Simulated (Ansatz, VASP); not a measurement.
**One calculation of BeB3, two programs**

```xyz
8
Lattice="0.0000 3.6553 3.6553 3.6553 0.0000 3.6553 3.6553 3.6553 0.0000" Properties=species:S:1:pos:R:3 pbc="T T T"
Be    1.8277    1.8277    1.8277
Be    0.0000    0.0000    0.0000
B     3.6553    3.6553    3.6553
B     5.4830    5.4830    5.4830
B     4.5692    4.5692    4.5692
B     2.7415    2.7415    4.5692
B     2.7415    4.5692    2.7415
B     4.5692    2.7415    2.7415
```

Alike in both runs: functional PBE; k mesh 10 × 10 × 10; occupations gaussian, width 0.1 eV; no spin polarisation.

Ansatz relaxed the structure, and its values are those at the end. VASP's run is a single point on that final structure, the one shown.

|  | VASP | Ansatz |
| --- | --- | --- |
| version | VASP 6.6.1 | Ansatz 0.2.0 |
| potentials or method | VASP PAW PBE potentials, release 64 (Be, B) | scalar-relativistic, plane waves, PAW |
| plane-wave cutoff (eV) | 520 | 420 |
| valence electrons in the cell | 22 | 22 |

|  | VASP | Ansatz | Ansatz less VASP |
| --- | --- | --- | --- |
| gap on the k mesh at the Fermi level (eV) | none | none | - |
| pressure (GPa) | 0.0 | 0.0 | +0.01 |

A gap of «none» marks a metal or a gap that the smearing closes.
